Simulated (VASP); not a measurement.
Here is a VASP 6.6.1 calculation.

The input INCAR:

```
PREC     = Normal         # precision mode
ENCUT    = 520            # plane-wave cutoff, eV
EDIFF    = 1E-4           # SCF threshold, eV
ISMEAR   = 0              # smearing method
SIGMA    = 0.15           # smearing width, eV
LREAL    = False          # projectors in reciprocal space
LASPH    = True           # aspherical terms in the spheres
NELM     = 60             # most SCF steps
ALGO     = Fast           # electronic algorithm
ISIF     = 3              # what is computed and relaxed
LWAVE    = False          # write WAVECAR
LCHARG   = False          # write CHGCAR
GGA      = PE             # functional
IBRION   = 2              # ionic algorithm
NSW      = 24             # ionic steps
EDIFFG   = -0.08          # ionic threshold
```

KPOINTS

```
Automatic mesh
0
Gamma
  5 5 3
```

File POSCAR:

```
TiRuN2
1.0
    3.0441584600      0.0000000000      0.0000000000
    0.0000000000      3.0441584600      0.0000000000
    0.0000000000      0.0000000000      4.9636326500
Ti Ru N
1 1 2
Direct
    0.0000000000      0.0000000000      0.0000000000
    0.5000000000      0.5000000000      0.5000000000
    0.5000000000      0.5000000000      0.8366583700
    0.5000000000      0.5000000000      0.1633416300
```

Potentials or basis: VASP PAW PBE potentials, release 64 (Ti_sv, Ru_pv, N).

Command:

```console
$ cat potpaw_PBE.64/Ti_sv/POTCAR potpaw_PBE.64/Ru_pv/POTCAR potpaw_PBE.64/N/POTCAR > POTCAR
$ mpirun -np 1 vasp_std > vasp.out
```

Q: What does it give for the relaxed volume?

A: 11.06 Å³/atom.

Q: Predict the relaxed cell.

A: a = 2.874 Å, b = 2.874 Å, c = 5.356 Å, α = 90.00°, β = 90.00°, γ = 90.00°.

Final structure:
```
Ti Ru N
1.0
     2.87376    0.00000    0.00000
     0.00000    2.87376    0.00000
     0.00000    0.00000    5.35591
Ti Ru N
1 1 2
Direct
  0.00000 0.00000 0.00000
  0.50000 0.50000 0.50000
  0.50000 0.50000 0.86706
  0.50000 0.50000 0.13294
```

Caveat: the k mesh is coarse (spacing up to 0.42 Å⁻¹), so the values aren't converged.
